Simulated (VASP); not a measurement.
Output of a VASP run:

File OUTCAR:
```
 ion  position               nearest neighbor table
   1  0.000  0.000  0.000-   3 2.16   3 2.16   3 2.16   2 2.16   3 2.16   2 2.16   2 2.16   2 2.16
  LATTYP: Found a face centered cubic cell.
 ALAT       =     4.9892361710
 Subroutine PRICEL returns:
 Original cell was already a primitive cell.
 Subroutine GETGRP returns: Found 48 space group operations
The static configuration has the point symmetry O_h .
The dynamic configuration has the point symmetry O_h .
 Subroutine INISYM returns: Found 48 space group operations
 Subroutine IBZKPT returns following result:
 Found     29 irreducible k-points:

 Following reciprocal coordinates:
            Coordinates               Weight
  0.000000  0.000000  0.000000      1.000000
  0.125000  0.000000  0.000000      8.000000
  0.250000  0.000000  0.000000      8.000000
  0.375000  0.000000  0.000000      8.000000
  0.500000  0.000000  0.000000      4.000000
  0.125000  0.125000  0.000000      6.000000
  0.250000  0.125000  0.000000     24.000000
  0.375000  0.125000  0.000000     24.000000
  0.500000  0.125000  0.000000     24.000000
 -0.375000  0.125000  0.000000     24.000000
 -0.250000  0.125000  0.000000     24.000000
 -0.125000  0.125000  0.000000     12.000000
  0.250000  0.250000  0.000000      6.000000
  0.375000  0.250000  0.000000     24.000000
  0.500000  0.250000  0.000000     24.000000
 -0.375000  0.250000  0.000000     24.000000
 -0.250000  0.250000  0.000000     12.000000
  0.375000  0.375000  0.000000      6.000000
  0.500000  0.375000  0.000000     24.000000
 -0.375000  0.375000  0.000000     12.000000
  0.500000  0.500000  0.000000      3.000000
  0.375000  0.250000  0.125000     24.000000
  0.500000  0.250000  0.125000     48.000000
 -0.375000  0.250000  0.125000     24.000000
  0.500000  0.375000  0.125000     24.000000
 -0.375000  0.375000  0.125000     48.000000
 -0.250000  0.375000  0.125000     24.000000
 -0.375000  0.500000  0.125000     12.000000
 -0.250000  0.500000  0.250000      6.000000
   k-points           NKPTS =     29   k-points in BZ     NKDIM =     29   number of bands    NBANDS=     15
   number of dos      NEDOS =    301   number of ions     NIONS =      3
   total plane-waves  NPLWV =  27000
   dimension x,y,z NGX =    30 NGY =   30 NGZ =   30
   dimension x,y,z NGXF=    60 NGYF=   60 NGZF=   60
   ions per type =               1   2
   PREC   = accura    normal or accurate (medium, high low for compatibility)
   ISTART =      0    job   : 0-new  1-cont  2-samecut
   ICHARG =      2    charge: 1-file 2-atom 10-const
   ISPIN  =      1    spin polarized calculation?
   LNONCOLLINEAR =      F non collinear calculations
   LSORBIT =      F    spin-orbit coupling
   INIWAV =      1    electr: 0-lowe 1-rand  2-diag
   ENCUT  =  620.0 eV  45.57 Ry    6.75 a.u.   7.16  7.16  7.16*2*pi/ulx,y,z
   NELM   =    100;   NELMIN=  2; NELMDL= -5     # of ELM steps
   EDIFF  = 0.1E-05   stopping-criterion for ELM
   LREAL  =      F    real-space projection
   NLSPLINE    = F    spline interpolate recip. space projectors
   LMAXMIX     =    6 max onsite mixed and CHGCAR
   VOSKOWN=      0    Vosko Wilk Nusair interpolation
   EDIFFG = -.2E-01   stopping-criterion for IOM
   NSW    =     40    number of steps for IOM
   NBLOCK =      1;   KBLOCK =     40    inner block; outer block
   IBRION =      2    ionic relax: 0-MD 1-quasi-New 2-CG
   NFREE  =      1    steps in history (QN), initial steepest desc. (CG)
   ISIF   =      3    stress and relaxation
   ISYM   =      2    0-nonsym 1-usesym 2-fastsym
   TEIN   =    0.0    initial temperature
   TEBEG  =    0.0;   TEEND  =   0.0 temperature during run
   SMASS  =  -3.00    Nose mass-parameter (am)
   PSTRESS=  100.0 pullay stress
   NELECT =      22.0000    total number of electrons
   EFERMI =   0.00;   METHOD = LEGACY
   ISMEAR =     0;   SIGMA  =   0.05  broadening in eV -4-tet -1-fermi 0-gaus
   IALGO  =     38    algorithm
   LDIAG  =      T    sub-space diagonalisation (order eigenvalues)
...
```

### OSZICAR
```
       N       E                     dE             d eps       ncg     rms          rms(c)
DAV:   1     0.109651515285E+03    0.10965E+03   -0.14370E+04   870   0.168E+03
DAV:   2    -0.328882974638E+02   -0.14254E+03   -0.13748E+03  1116   0.351E+02
DAV:   3    -0.367960537568E+02   -0.39078E+01   -0.39043E+01  1122   0.562E+01
DAV:   4    -0.368165320676E+02   -0.20478E-01   -0.20476E-01  1101   0.435E+00
DAV:   5    -0.368166993152E+02   -0.16725E-03   -0.16724E-03  1094   0.358E-01    0.548E+01
DAV:   6    -0.317890115075E+02    0.50277E+01   -0.26017E+01   954   0.370E+01    0.467E+01
DAV:   7    -0.316735380204E+02    0.11547E+00   -0.69648E-01  1087   0.806E+00    0.294E+01
DAV:   8    -0.316414714846E+02    0.32067E-01   -0.15684E-01  1087   0.428E+00    0.504E+00
DAV:   9    -0.316334089801E+02    0.80625E-02   -0.30532E-02  1059   0.163E+00    0.179E+00
DAV:  10    -0.316331959638E+02    0.21302E-03   -0.35662E-03  1150   0.479E-01    0.268E-01
DAV:  11    -0.316331763513E+02    0.19612E-04   -0.22159E-04   982   0.129E-01    0.172E-01
DAV:  12    -0.316331774661E+02   -0.11148E-05   -0.20007E-05  1158   0.363E-02    0.180E-02
DAV:  13    -0.316331776918E+02   -0.22568E-06   -0.14996E-06   813   0.103E-02
   1 F= -.29695277E+02 E0= -.29695277E+02  d E =-.296953E+02
       N       E                     dE             d eps       ncg     rms          rms(c)
DAV:   1    -0.317565083980E+02   -0.12333E+00   -0.60036E+00   982   0.244E+01    0.840E+00
DAV:   2    -0.315589791657E+02    0.19753E+00   -0.82275E-01   947   0.717E+00    0.283E+00
DAV:   3    -0.315288366396E+02    0.30143E-01   -0.38774E-02  1024   0.193E+00    0.175E+00
DAV:   4    -0.315229341443E+02    0.59025E-02   -0.20169E-02  1094   0.126E+00    0.122E+00
DAV:   5    -0.315229863187E+02   -0.52174E-04   -0.19891E-03  1066   0.327E-01    0.538E-01
DAV:   6    -0.315228636147E+02    0.12270E-03   -0.46728E-04  1010   0.152E-01    0.566E-02
DAV:   7    -0.315228643523E+02   -0.73760E-06   -0.16428E-05  1052   0.373E-02    0.698E-03
DAV:   8    -0.315228639127E+02    0.43964E-06   -0.37179E-06  1024   0.143E-02
   2 F= -.29674481E+02 E0= -.29674481E+02  d E =0.207952E-01
       N       E                     dE             d eps       ncg     rms          rms(c)
DAV:   1    -0.317084697489E+02   -0.18561E+00   -0.25180E+00   975   0.157E+01    0.560E+00
DAV:   2    -0.316254173500E+02    0.83052E-01   -0.36047E-01   940   0.474E+00    0.186E+00
DAV:   3    -0.316124530185E+02    0.12964E-01   -0.17790E-02  1045   0.124E+00    0.117E+00
DAV:   4    -0.316098016527E+02    0.26514E-02   -0.93665E-03  1073   0.846E-01    0.791E-01
DAV:   5    -0.316097518848E+02    0.49768E-04   -0.32978E-04  1045   0.148E-01    0.176E-01
DAV:   6    -0.316097508474E+02    0.10374E-05   -0.14919E-05  1127   0.305E-02    0.432E-02
DAV:   7    -0.316097504043E+02    0.44306E-06   -0.20127E-06   724   0.953E-03
   3 F= -.29703397E+02 E0= -.29703397E+02  d E =-.812008E-02
```

File OUTCAR:
```
------------------------ aborting loop because EDIFF is reached ----------------------------------------
  FORCE on cell =-STRESS in cart. coord.  units (eV):
  Direction    XX          YY          ZZ          XY          YZ          ZX
  --------------------------------------------------------------------------------------
  Total        1.9077378      1.9077378      1.9077378      0.0000000      0.0000000     -0.0000000
  in kB      100.0726032    100.0726032    100.0726032      0.0000000      0.0000000     -0.0000000
  external PRESSURE =       0.0726032 kB  Pullay stress =     100.0000000 kB
  volume of cell :       30.54
      direct lattice vectors                 reciprocal lattice vectors
     0.000000000  2.481007210  2.481007210    -0.201531055  0.201531055  0.201531055
     2.481007210  0.000000000  2.481007210     0.201531055 -0.201531055  0.201531055
     2.481007210  2.481007210  0.000000000     0.201531055  0.201531055 -0.201531055
 POSITION                                       TOTAL-FORCE (eV/Angst)
 -----------------------------------------------------------------------------------
      0.00000      0.00000      0.00000        -0.000000     -0.000000     -0.000000
      1.24050      1.24050      1.24050        -0.000000     -0.000000     -0.000000
      3.72151      3.72151      3.72151         0.000000      0.000000      0.000000
 -----------------------------------------------------------------------------------
    total drift:                                0.000000     -0.000000      0.000000
  FREE ENERGIE OF THE ION-ELECTRON SYSTEM (eV)
  ---------------------------------------------------
  free  energy   TOTEN  =       -31.6097504043 eV

  energy  without entropy=      -31.6097504043  energy(sigma->0) =      -31.60975040
  enthalpy is  TOTEN    =       -29.7033966577 eV   P V=        1.9063537466

 reached required accuracy - stopping structural energy minimisation
```
(Selected blocks of OUTCAR.)

**POSCAR**
```
HfO2
1
    0.0000000000     2.4946180855     2.4946180855
    2.4946180855     0.0000000000     2.4946180855
    2.4946180855     2.4946180855     0.0000000000
Hf O
1 2
Direct
  0.0000000000   0.0000000000   0.0000000000
  0.2500000000   0.2500000000   0.2500000000
  0.7500000000   0.7500000000   0.7500000000
```

Write an INCAR and KPOINTS that could have produced this output.

Several could match; the one computed here: the input of the run itself, PBEsol GGA, plane waves, VASP's PBE PAW potentials (set 64).

File KPOINTS:
```
Automatic
0
gamma
  8 8 8
0 0 0
```

**INCAR**
```
ALGO=Normal
EDIFF=1E-6
EDIFFG=-0.02
ENCUT=620
GGA=PS
IBRION=2
ISIF=3
ISMEAR=0
LASPH=.TRUE.
LCHARG=.FALSE.
LMAXMIX=6
LREAL=.FALSE.
LWAVE=.FALSE.
NELM=100
NSW=40
PREC=Accurate
PSTRESS=100
SIGMA=0.05
SYSTEM=HfO2
```

POTCAR, in this order: Hf_pv O (PBE.64 set). Program: vasp_std.

The compound is HfO2 in the fluorite structure, the high-temperature cubic form, which is unstable at 0 K; the monoclinic form is the stable one. This run relaxes it under an external pressure of 10 GPa. Symmetry was kept, so distortions that lower it aren't found.
